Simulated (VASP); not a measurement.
# SbP (F-43m) in VASP: further runs

Runs on SbP. Level: LDA. Tasks: single point.

Everything below comes from runs of VASP 6.6.1. Logs are shortened: lines on timing, memory, paths and dates and some standing lists are left out, and cuts for length are marked.

## 1. The structure

It takes space group F-43m (No. 216, cubic). The conventional cell has a = 6.259 Å, b = 6.259 Å, c = 6.259 Å, α = 90.00°, β = 90.00°, γ = 90.00°. Sb (site symmetry -43m) has 4 P at 2.71 Å as nearest neighbours. P (site symmetry -43m) is surrounded by 4 Sb at 2.71 Å.

The cell comes from a database or a generator and needn't be the stable form of this composition.

## 2. Single point, LDA

Contents of INCAR:

```
  PREC = Accurate
  ENCUT = 520
  EDIFF = 1E-6
  ISMEAR = 0
  SIGMA = 0.05
  LREAL = False
  LASPH = True
  NELM = 80
  ALGO = Normal
  ISIF = 2
  LWAVE = False
  LCHARG = False
  GGA = CA
  NBANDS = 12
```

Contents of KPOINTS:

```
Automatic mesh
0
Gamma
  6 6 6
```

Contents of POSCAR:

```
SbP
1.0
    0.0000000000      3.1295599196      3.1295599196
    3.1295599196      0.0000000000      3.1295599196
    3.1295599196      3.1295599196      0.0000000000
Sb P
1 1
Direct
    0.0000000000      0.0000000000      0.0000000000
    0.2500000000      0.2500000000      0.2500000000
```

Potentials or basis: VASP PAW LDA potentials, release 64 (Sb, P).

Command:

```console
$ cat potpaw_LDA.64/Sb/POTCAR potpaw_LDA.64/P/POTCAR > POTCAR
$ mpirun -np 1 vasp_std > vasp.out
```

OUTCAR:

```text
PREC = Accurate
   ENCUT = 520
   EDIFF = 1E-6
   ISMEAR = 0
   LREAL = False
   LASPH = True
   NELM = 80
   ISIF = 2
   GGA = CA

 ion  position               nearest neighbor table
   1  0.000  0.000  0.000-   2 2.71   2 2.71   2 2.71   2 2.71
   2  0.250  0.250  0.250-   1 2.71   1 2.71   1 2.71   1 2.71

  LATTYP: Found a face centered cubic cell.
 ALAT       =     6.2591198392

  Lattice vectors:

 A1 = (   0.0000000000,   3.1295599196,   3.1295599196)
 A2 = (   3.1295599196,   0.0000000000,   3.1295599196)
 A3 = (   3.1295599196,   3.1295599196,   0.0000000000)

Analysis of symmetry for initial positions (statically):
=====================================================================
 Subroutine PRICEL returns:
 Original cell was already a primitive cell.

 Routine SETGRP: Setting up the symmetry group for a
 face centered cubic supercell.

 Subroutine GETGRP returns: Found 24 space group operations
 (whereof 24 operations were pure point group operations)
 out of a pool of 48 trial point group operations.

The static configuration has the point symmetry T_d .

Analysis of symmetry for dynamics (positions and initial velocities):
=====================================================================
 Subroutine PRICEL returns:
 Original cell was already a primitive cell.

 Routine SETGRP: Setting up the symmetry group for a
 face centered cubic supercell.

 Subroutine GETGRP returns: Found 24 space group operations
 (whereof 24 operations were pure point group operations)
 out of a pool of 48 trial point group operations.

The dynamic configuration has the point symmetry T_d .

 Subroutine INISYM returns: Found 24 space group operations
 (whereof 24 operations are pure point group operations),
 and found     1 'primitive' translations

----------------------------------------------------------------------------------------

                                     Primitive cell

  volume of cell :      61.3027

  direct lattice vectors                    reciprocal lattice vectors
     0.000000000  3.129559920  3.129559920    -0.159766872  0.159766872  0.159766872
     3.129559920  0.000000000  3.129559920     0.159766872 -0.159766872  0.159766872
     3.129559920  3.129559920  0.000000000     0.159766872  0.159766872 -0.159766872

  length of vectors
     4.425866083  4.425866083  4.425866083     0.276724340  0.276724340  0.276724340

  position of ions in fractional coordinates (direct lattice)
     0.000000000  0.000000000  0.000000000
     0.250000000  0.250000000  0.250000000

  ion indices of the primitive-cell ions
   primitive index   ion index
                 1           1
                 2           2

----------------------------------------------------------------------------------------

 KPOINTS: Automatic mesh

Automatic generation of k-mesh.
 Grid dimensions read from file:
 generate k-points for:    6    6    6

 Generating k-lattice:

  Cartesian coordinates                     Fractional coordinates (reciprocal lattice)
    -0.026627812  0.026627812  0.026627812     0.166666667  0.000000000  0.000000000
     0.026627812 -0.026627812  0.026627812     0.000000000  0.166666667  0.000000000
     0.026627812  0.026627812 -0.026627812     0.000000000  0.000000000  0.166666667

  Length of vectors
     0.046120723  0.046120723  0.046120723

  Shift w.r.t. Gamma in fractional coordinates (k-lattice)
     0.000000000  0.000000000  0.000000000

 Subroutine IBZKPT returns following result:
 ===========================================

 Found     16 irreducible k-points:

 Following reciprocal coordinates:
            Coordinates               Weight
  0.000000  0.000000  0.000000      1.000000
  0.166667  0.000000  0.000000      8.000000
  0.333333  0.000000  0.000000      8.000000
  0.500000  0.000000  0.000000      4.000000
  0.166667  0.166667  0.000000      6.000000
  0.333333  0.166667  0.000000     24.000000
[... 8 lines left out ...]
 -0.333333  0.333333  0.166667     24.000000
 -0.333333  0.500000  0.166667     12.000000
   k-points           NKPTS =     16   k-points in BZ     NKDIM =     16   number of bands    NBANDS=     12
   number of dos      NEDOS =    301   number of ions     NIONS =      2
   total plane-waves  NPLWV =  46656
   dimension x,y,z NGX =    36 NGY =   36 NGZ =   36
   dimension x,y,z NGXF=    72 NGYF=   72 NGZF=   72
   ions per type =               1   1
   NGX,Y,Z   is equivalent  to a cutoff of  13.52, 13.52, 13.52 a.u.
   NGXF,Y,Z  is equivalent  to a cutoff of  27.04, 27.04, 27.04 a.u.
 SYSTEM =  unknown system
   PREC   = accura    normal or accurate (medium, high low for compatibility)
   ISTART =      0    job   : 0-new  1-cont  2-samecut
   ICHARG =      2    charge: 1-file 2-atom 10-const
   ISPIN  =      1    spin polarized calculation?
   LNONCOLLINEAR =      F non collinear calculations
   LSORBIT =      F    spin-orbit coupling
   LASPH  =      T    aspherical Exc in radial PAW
   ENCUT  =  520.0 eV  38.22 Ry    6.18 a.u.   8.23  8.23  8.23*2*pi/ulx,y,z
   NELM   =     80;   NELMIN=  2; NELMDL= -5     # of ELM steps
   EDIFF  = 0.1E-05   stopping-criterion for ELM
   LREAL  =      F    real-space projection
   EDIFFG = 0.1E-04   stopping-criterion for IOM
   NSW    =      0    number of steps for IOM
   IBRION =     -1    ionic relax: 0-MD 1-quasi-New 2-CG
   NFREE  =      0    steps in history (QN), initial steepest desc. (CG)
   ISIF   =      2    stress and relaxation
   ISYM   =      2    0-nonsym 1-usesym 2-fastsym
   POTIM  = 0.5000    time-step for ionic-motion
   TEBEG  =    0.0;   TEEND  =   0.0 temperature during run
   PSTRESS=    0.0 pullay stress
   NELECT =      10.0000    total number of electrons
   NUPDOWN=      -1.0000    fix difference up-down
   EMIN   =  10.00;   EMAX   =-10.00  energy-range for DOS
   EFERMI =   0.00;   METHOD = LEGACY
   ISMEAR =     0;   SIGMA  =   0.05  broadening in eV -4-tet -1-fermi 0-gaus
   EFERMI_NEDOS =   21; number of points for ismear=-14 and -15
   IALGO  =     38    algorithm
   IMIX   =      4    mixing-type and parameters
     AMIX     =   0.40;   BMIX     =  1.00
     AMIX_MAG =   1.60;   BMIX_MAG =  1.00
  volume/ion in A,a.u.               =      30.65       206.85
  Fermi-wavevector in a.u.,A,eV,Ry     =   0.894503  1.690365 10.886494  0.800135
  Thomas-Fermi vector in A             =   2.016716
   LORBIT       =      0    0 simple, 1 ext, 2 COOP (PROOUT), +10 PAW based schemes
   GGA     = CA    functional components
   LHFCALC =     F    Hartree Fock is set to
   AEXX    =    0.0000 exact exchange contribution
   IVDW    =     0    specifies the selected vdW correction
   LEPSILON=     F    determine dielectric tensor
   LRPA    =     F    only Hartree local field effects (RPA)
 non-spin polarized calculation
 Gauss-broadening in eV      SIGMA  =   0.05
  energy-cutoff  :      520.00
  volume of cell :       61.30
 maximum number of plane-waves:      1676
 NGX is ok and might be reduce to    36
   NGX = 17   NGY = 17   NGZ = 17

 number of electron      10.0000000 magnetization

 number of electron       9.9999999 magnetization

 Free energy of the ion-electron system (eV)
  ---------------------------------------------------
  ext. energy  EPLUGINS =         0.00000000
  ---------------------------------------------------
  free energy    TOTEN  =        -9.76727612 eV

  energy without entropy =       -9.76565786  energy(sigma->0) =       -9.76646699

 E-fermi :   4.7035     XC(G=0):  -8.8389

 val. band max:        4.6628658133   @ k =  -0.3333   0.3333   0.1667
 cond. band min:       4.9866438621   @ k =  -0.3333   0.5000   0.1667
 fundamental gap:      0.3237780488
 Fermi energy:         4.7035437101

 k-point     1 :       0.0000    0.0000    0.0000
  band No.  band energies     occupation
      1      -8.1622      2.00000
      2      -0.1527      2.00000
      3       2.4766      2.00000
      4       2.4766      2.00000
      5       2.4766      2.00000
      6       5.1890      0.00000
      7       5.1890      0.00000
      8       5.1890      0.00000
      9       9.2681      0.00000
     10      11.4382      0.00000
     11      11.4382      0.00000
     12      13.1678      0.00000

 k-point     2 :       0.1667    0.0000    0.0000
  band No.  band energies     occupation
      1      -7.9254      2.00000
      2      -1.2968      2.00000
      3       2.1864      2.00000
      4       2.1864      2.00000
      5       2.6692      2.00000
      6       5.6161      0.00000
      7       5.6161      0.00000
      8       5.7801      0.00000
      9      10.2591      0.00000
     10      10.8440      0.00000
     11      10.8440      0.00000
     12      12.5896      0.00000

 k-point     3 :       0.3333    0.0000    0.0000
  band No.  band energies     occupation
      1      -7.2960      2.00000
      2      -3.0513      2.00000
      3       1.7686      2.00000
      4       1.7686      2.00000
      5       2.4078      2.00000
      6       6.1578      0.00000
      7       6.1578      0.00000
      8       7.5881      0.00000
      9      10.7140      0.00000
     10      11.0991      0.00000
     11      11.0991      0.00000
     12      13.3351      0.00000

 k-point     4 :       0.5000    0.0000    0.0000
  band No.  band energies     occupation
      1      -6.8033      2.00000
      2      -3.9707      2.00000
      3       1.6035      2.00000
      4       1.6035      2.00000
      5       2.2433      2.00000
      6       6.2885      0.00000
      7       6.2885      0.00000
      8       8.8782      0.00000
      9      11.0670      0.00000
     10      11.9726      0.00000
     11      12.3749      0.00000
     12      12.3749      0.00000

 k-point     5 :       0.1667    0.1667    0.0000
  band No.  band energies     occupation
      1      -7.8425      2.00000
      2      -1.5105      2.00000
      3       1.7612      2.00000
      4       1.7612      2.00000
      5       3.6544      2.00000
      6       4.5736      1.99976
      7       6.2801      0.00000
      8       6.2801      0.00000
      9       9.7379      0.00000
     10      10.6742      0.00000
     11      11.7750      0.00000
     12      13.8707      0.00000
[... 108 lines left out ...]
      1      -5.7238      2.00000
      2      -5.1069      2.00000
      3       0.5786      2.00000
      4       0.5786      2.00000
      5       3.8627      2.00000
      6       4.0280      2.00000
      7       9.4184      0.00000
      8       9.4184      0.00000
      9      10.7303      0.00000
     10      12.3736      0.00000
     11      13.5051      0.00000
     12      13.5051      0.00000

 k-point    14 :       0.5000    0.3333    0.1667
  band No.  band energies     occupation
      1      -6.7075      2.00000
      2      -3.8617      2.00000
      3       0.2757      2.00000
      4       1.0306      2.00000
      5       4.5531      1.99998
      6       5.2796      0.00000
      7       7.0408      0.00000
      8       8.0149      0.00000
      9      10.2956      0.00000
     10      11.5297      0.00000
     11      12.9710      0.00000
     12      14.3386      0.00000

 k-point    15 :      -0.3333    0.3333    0.1667
  band No.  band energies     occupation
      1      -6.1756      2.00000
      2      -4.5678      2.00000
      3      -0.0249      2.00000
      4       0.7794      2.00000
      5       4.6629      1.75008
      6       6.1024      0.00000
      7       7.1642      0.00000
      8       8.1028      0.00000
      9       9.7674      0.00000
     10      12.0614      0.00000
     11      12.6792      0.00000
     12      14.0844      0.00000

 k-point    16 :      -0.3333    0.5000    0.1667
  band No.  band energies     occupation
      1      -5.7054      2.00000
      2      -5.0862      2.00000
      3       0.2381      2.00000
      4       0.2777      2.00000
      5       4.9866      0.00000
      6       5.1048      0.00000
      7       7.7788      0.00000
      8       8.3204      0.00000
      9      10.6087      0.00000
     10      11.8909      0.00000
     11      13.4669      0.00000
     12      13.4898      0.00000

------------------------ aborting loop because EDIFF is reached ----------------------------------------

  FORCE on cell =-STRESS in cart. coord.  units (eV):
  Direction    XX          YY          ZZ          XY          YZ          ZX
  --------------------------------------------------------------------------------------
  -------------------------------------------------------------------------------------
  Total       -0.4754926     -0.4754926     -0.4754926      0.0000000      0.0000000      0.0000000
  in kB      -12.4272365    -12.4272365    -12.4272365      0.0000000      0.0000000      0.0000000
  external PRESSURE =     -12.4272365 kB  Pullay stress =       0.0000000 kB

 VOLUME and BASIS-vectors are now :
 -----------------------------------------------------------------------------
  energy-cutoff  :      520.00
  volume of cell :       61.30
      direct lattice vectors                 reciprocal lattice vectors
     0.000000000  3.129559920  3.129559920    -0.159766872  0.159766872  0.159766872
     3.129559920  0.000000000  3.129559920     0.159766872 -0.159766872  0.159766872
     3.129559920  3.129559920  0.000000000     0.159766872  0.159766872 -0.159766872

 POSITION                                       TOTAL-FORCE (eV/Angst)
 -----------------------------------------------------------------------------------
      0.00000      0.00000      0.00000         0.000000      0.000000      0.000000
      1.56478      1.56478      1.56478        -0.000000     -0.000000     -0.000000
 -----------------------------------------------------------------------------------
    total drift:                                0.000000      0.000000     -0.000000

  FREE ENERGIE OF THE ION-ELECTRON SYSTEM (eV)
  ---------------------------------------------------
  free  energy   TOTEN  =        -9.7672761215 eV

  energy  without entropy=       -9.7656578646  energy(sigma->0) =       -9.76646699
```

It took 11 s on 1 thread of Intel Xeon Platinum 8488C (Sapphire Rapids), shared host; peak memory 0.16 GiB.

What came out:

```yaml
Free_energy: -9.7673 eV
Pressure: -1.2 GPa
Band_gap_on_the_k_mesh: none (metal or under the smearing width)
```

Levels at points of the mesh, in eV from the Fermi level:
| k point | band 2 | band 3 | band 4 | band 5 | band 6 | band 7 | band 8 | band 9 |
| --- | --- | --- | --- | --- | --- | --- | --- | --- |
| (0.00, 0.00, 0.00) | -4.86 | -2.23 | -2.23 | -2.23 | 0.49 | 0.49 | 0.49 | 4.56 |
| (0.50, 0.00, 0.00) | -8.67 | -3.10 | -3.10 | -2.46 | 1.58 | 1.58 | 4.17 | 6.36 |
| (0.50, 0.50, 0.00) | -9.81 | -4.12 | -4.12 | -0.84 | -0.68 | 4.71 | 4.71 | 6.03 |

Spin-orbit coupling is left out, which matters for the levels of Sb.

(Continued in part 2 of 2.)
